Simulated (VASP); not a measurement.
Crystal: GdN.

```
Gd N
1.0
     2.58500   -2.58500    0.00000
     2.58500    2.58500    0.00000
     0.00000    0.00000    5.17000
Gd N
2 2
Cartesian
  0.0000 0.0000 0.0000
  2.5850 0.0000 2.5850
  2.5850 0.0000 0.0000
  0.0000 0.0000 2.5850
```

The cell comes from a database or a generator and needn't be the stable form of this composition.

Base run:

| Quantity | Value |
| --- | --- |
| Program | VASP 6.6.1 |
| Functional | PBE |
| Potentials or basis | VASP PAW PBE potentials, release 64 (Gd, N) |
| Cutoff | 520 eV |
| k mesh | 8 × 8 × 6 |
| Occupations | fermi-dirac, width 0.05 eV |
| Spin | collinear spin, antiferromagnetic start |
| Starting moments | [7.0, -7.0, 0.0, 0.0] μB |
| Hubbard terms | Gd f U = 6 eV |

Its results: band gap on the k mesh 0.21 eV; pressure -11.7 GPa; net moment 0.00 μB per cell; site moments Gd +6.86, -6.86; N -0.04, +0.04 μB.

Question: The run is repeated on the same cell with these changes: spin from collinear spin, antiferromagnetic start to collinear spin, ferromagnetic start; moments at the start from [7.0, -7.0, 0.0, 0.0] to [7.0, 7.0, 0.0, 0.0]. What comes out?

Answer: Band gap on the k mesh none (metal or under the smearing width); pressure -11.8 GPa; net moment 14.00 μB per cell; site moments Gd +6.87; N -0.11 μB.

Caveats: spin-orbit coupling is left out, which moves the levels of the heavy elements.

A k mesh can miss the band edges.
